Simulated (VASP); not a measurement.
Computed with PBEsol GGA, VASP's PBE PAW potentials (set 64) (plane waves; VASP).

VASP ran on this input.

### KPOINTS
```
Regular mesh
0
G
 7 7 4
0 0 0
```

INCAR:
```
SYSTEM = GaN
PREC = Accurate
ENCUT = 650
EDIFF = 1E-7
NELM = 100
ALGO = Normal
LREAL = .FALSE.
LASPH = .TRUE.
ISMEAR = 0
SIGMA = 0.05
GGA = PS
LMAXMIX = 4
LWAVE = .FALSE.
LCHARG = .FALSE.
IBRION = 6
ISIF = 3
NFREE = 2
POTIM = 0.015
NSW = 1
```

POSCAR:
```
GaN
1
    3.1819119758     0.0000000000     0.0000000000
   -1.5909559880     2.7556161888     0.0000000000
    0.0000000000     0.0000000000     5.1810755584
Ga N
2 2
Direct
  0.6666670000   0.3333330000   0.5916324564
  0.3333330000   0.6666670000   0.0916324564
  0.6666670000   0.3333330000   0.9683675436
  0.3333330000   0.6666670000   0.4683675436
```

POTCAR, in this order: Ga_d N (PBE.64 set). Program: vasp_std.

What VASP printed:

OUTCAR:
```
 ion  position               nearest neighbor table
   1  0.667  0.333  0.592-   4 1.94   4 1.94   4 1.94   3 1.95
   2  0.333  0.667  0.092-   3 1.94   3 1.94   3 1.94   4 1.95
   3  0.667  0.333  0.968-   2 1.94   2 1.94   2 1.94   1 1.95
   4  0.333  0.667  0.468-   1 1.94   1 1.94   1 1.94   2 1.95
  LATTYP: Found a hexagonal cell.
 ALAT       =     3.1819119758
 C/A-ratio  =     1.6282900337
 Subroutine PRICEL returns:
 Original cell was already a primitive cell.
 Subroutine GETGRP returns: Found 12 space group operations
The static configuration has the point symmetry C_3v.
 The point group associated with its full space group is C_6v.
The dynamic configuration has the point symmetry C_3v.
 Subroutine INISYM returns: Found 12 space group operations
 Subroutine IBZKPT returns following result:
 Found     24 irreducible k-points:

 Following reciprocal coordinates:
            Coordinates               Weight
  0.000000  0.000000  0.000000      1.000000
  0.142857 -0.000000  0.000000      6.000000
  0.285714  0.000000  0.000000      6.000000
  0.428571 -0.000000  0.000000      6.000000
  0.142857  0.142857  0.000000      6.000000
  0.285714  0.142857  0.000000     12.000000
  0.428571  0.142857  0.000000      6.000000
  0.285714  0.285714  0.000000      6.000000
  0.000000  0.000000  0.250000      2.000000
  0.142857 -0.000000  0.250000     12.000000
  0.285714  0.000000  0.250000     12.000000
  0.428571 -0.000000  0.250000     12.000000
  0.142857  0.142857  0.250000     12.000000
  0.285714  0.142857  0.250000     24.000000
  0.428571  0.142857  0.250000     12.000000
  0.285714  0.285714  0.250000     12.000000
  0.000000  0.000000  0.500000      1.000000
  0.142857 -0.000000  0.500000      6.000000
  0.285714  0.000000  0.500000      6.000000
  0.428571 -0.000000  0.500000      6.000000
  0.142857  0.142857  0.500000      6.000000
  0.285714  0.142857  0.500000     12.000000
  0.428571  0.142857  0.500000      6.000000
  0.285714  0.285714  0.500000      6.000000
 Subroutine IBZKPT_HF returns following result:
   k-points           NKPTS =     24   k-points in BZ     NKDIM =     24   number of bands    NBANDS=     22
   number of dos      NEDOS =    301   number of ions     NIONS =      4
   total plane-waves  NPLWV =  37632
   dimension x,y,z NGX =    28 NGY =   28 NGZ =   48
   dimension x,y,z NGXF=    56 NGYF=   56 NGZF=   96
   ions per type =               2   2
   PREC   = accura    normal or accurate (medium, high low for compatibility)
   ISTART =      0    job   : 0-new  1-cont  2-samecut
   ICHARG =      2    charge: 1-file 2-atom 10-const
   ISPIN  =      1    spin polarized calculation?
   LNONCOLLINEAR =      F non collinear calculations
   LSORBIT =      F    spin-orbit coupling
   INIWAV =      1    electr: 0-lowe 1-rand  2-diag
   ENCUT  =  650.0 eV  47.77 Ry    6.91 a.u.   6.61  6.61 10.77*2*pi/ulx,y,z
   NELM   =    100;   NELMIN=  2; NELMDL= -5     # of ELM steps
   EDIFF  = 0.1E-06   stopping-criterion for ELM
   LREAL  =      F    real-space projection
   NLSPLINE    = F    spline interpolate recip. space projectors
   LMAXMIX     =    4 max onsite mixed and CHGCAR
   VOSKOWN=      0    Vosko Wilk Nusair interpolation
   EDIFFG = 0.1E-05   stopping-criterion for IOM
   NSW    =     85    number of steps for IOM
   NBLOCK =      1;   KBLOCK =     85    inner block; outer block
   IBRION =      6    ionic relax: 0-MD 1-quasi-New 2-CG
   NFREE  =      2    steps in history (QN), initial steepest desc. (CG)
   ISIF   =      3    stress and relaxation
   ISYM   =      2    0-nonsym 1-usesym 2-fastsym
   TEIN   =    0.0    initial temperature
   TEBEG  =    0.0;   TEEND  =   0.0 temperature during run
   SMASS  =  -3.00    Nose mass-parameter (am)
...
```

OUTCAR:
```


 TOTAL ELASTIC MODULI (kBar)
 Direction    XX          YY          ZZ          XY          YZ          ZX
 --------------------------------------------------------------------------------
 XX        3464.0097   1273.0256    922.6976     -0.0000     -0.0000     -0.0000
 YY        1273.0256   3464.0077    922.6974     -0.0000      0.0000      0.0000
 ZZ         922.6976    922.6974   3855.5644     -0.0000     -0.0000     -0.0000
 XY          -0.0000     -0.0000     -0.0000   1095.4915     -0.0000      0.0000
 YZ           0.0000     -0.0000     -0.0000     -0.0000    925.3218     -0.0000
 ZX          -0.0000      0.0000     -0.0000      0.0000     -0.0000    925.3206
 --------------------------------------------------------------------------------
```
(Selected blocks of OUTCAR.)

The structure comes from a measured GaN entry (P6_3mc) of the Crystallography Open Database, whose conditions weren't checked. It was relaxed first.
